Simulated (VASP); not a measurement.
```yaml
crystal:
  lattice:
    - [0.00000, 3.12758, 3.12758]
    - [3.12758, 0.00000, 3.12758]
    - [3.12758, 3.12758, 0.00000]
  atoms:
    - { symbol: Ge, position: [0.00000, 0.00000, 0.00000] }
    - { symbol: Ti, position: [0.50000, 0.50000, 0.50000] }
    - { symbol: Ti, position: [0.25000, 0.25000, 0.25000] }
    - { symbol: Ti, position: [0.75000, 0.75000, 0.75000] }
```

All values below come from PBEsol GGA with spin-orbit coupling, VASP's PBE PAW potentials (set 64) (plane waves; VASP). Numerical set-up: 400 eV cut-off, 8×8×8 Γ-centred mesh, Gaussian smearing of 0.050 eV, potentials Ge_d Ti_sv.

Task: Give the energies of bands 43 to 56 at the high-symmetry points, in eV from the Fermi level.

Result: 
```
band      Γ      X      U      L      W
----  -----  -----  -----  -----  -----
43    -1.98  -2.02  -1.84  -0.56  -1.66
44    -1.98  -2.02  -1.84  -0.56  -1.66
45    -1.98  -1.95  -0.66  -0.51  -0.60
46    -1.98  -1.95  -0.66  -0.51  -0.60
47    -0.01  -0.38  -0.60  -0.50  -0.59
48    -0.01  -0.38  -0.60  -0.50  -0.59
49     0.01  -0.22   0.06  -0.13  -0.03
50     0.01  -0.22   0.06  -0.13  -0.03
51     0.01  -0.22   0.33  -0.12   0.55
52     0.01  -0.22   0.33  -0.12   0.55
53     1.51   1.20   0.66   0.75   0.57
54     1.51   1.20   0.66   0.75   0.57
55     2.47   1.20   0.90   1.00   0.76
56     2.47   1.20   0.90   1.00   0.76
```

It has no gap at this level: it comes out as a metal or semimetal.

The structure was generated: Ti3Ge was put into the D03 type (Fm-3m), which need not be its known phase. It was relaxed first, which changed the volume by -24 %.
